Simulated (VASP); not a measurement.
VASP ran on this input.

### INCAR
```
ISIF = 3   # ions, shape and volume
SYSTEM = GeSn
SIGMA = 0.1   # width (eV)
ENCUT = 500   # plane-wave cut-off (eV)
IBRION = 2
LCHARG = .FALSE.
EDIFFG = -0.02   # ionic stop
NSW = 40
LWAVE = .FALSE.
NELM = 100   # most electronic steps
EDIFF = 1E-6   # SCF stop (eV)
ALGO = Normal   # blocked Davidson
PSTRESS = 300
LMAXMIX = 4
GGA = PS   # PBEsol
ISMEAR = 1   # Methfessel-Paxton
PREC = Accurate
LASPH = .TRUE.   # aspherical one-centre terms
LREAL = .FALSE.   # projection in real space or not
```

POSCAR:
```
GeSn
1.0
  3.4913550410   0.0000000000   0.0000000000
 -1.7456775204   3.0236114060   0.0000000000
  0.0000000000   0.0000000000   6.7867856682
Ge Sn
2 2
Cart
  0.0000000000   0.0000000000   0.0000000000
  0.0000000000   0.0000000000   3.3933928341
 -0.0000017456   2.0157419452   1.6966964171
  1.7456792662   1.0078694608   5.0900892512
```

**KPOINTS**
```
Automatic mesh
0
Gamma
10 10 5
0 0 0
```

POTCAR, in this order: Ge_d Sn_d (PBE.64 set). Program: vasp_std.

Task: Translate this PBEsol calculation to Ansatz.

Result: One equivalent input (not run):
Ansatz 0.2 input:
```yaml
crystal:
  lattice:
    - [3.4913550, 0.0000000, 0.0000000]
    - [-1.7456775, 3.0236114, 0.0000000]
    - [0.0000000, 0.0000000, 6.7867857]
  atoms:
    - { symbol: Ge, position: [0.0000000, 0.0000000, 0.0000000] }
    - { symbol: Ge, position: [0.0000000, 0.0000000, 0.5000000] }
    - { symbol: Sn, position: [0.3333330, 0.6666670, 0.2500000] }
    - { symbol: Sn, position: [0.6666670, 0.3333330, 0.7500000] }
kpoints:
  mp_grid: { grid: [10, 10, 5] }
hamiltonian:
  xc: pbesol
  pseudopotentials: { kind: paw }
scf:
  occupations: { method: methfessel_paxton, width: 0.1 }
  max_iter: 100
relax:
  max_steps: 40
  f_tol: 0.02
  cell: { p_target: 30 }
output: { forces: true, stress: true, eigenvalues: true }
```
What does not carry over: each code has its own PAW files, so the cut-off isn't converted (ENCUT is set for VASP's; basis.ecutwfc is left out, and Ansatz then takes the one that its files recommend); Ansatz stops its SCF on the density residual and VASP on the energy change (EDIFF).

The structure was generated: GeSn was put into the NiAs type type (P6_3/mmc), which need not be its known phase. This run relaxes it under an external pressure of 30 GPa. Symmetry was kept, so distortions that lower it aren't found.
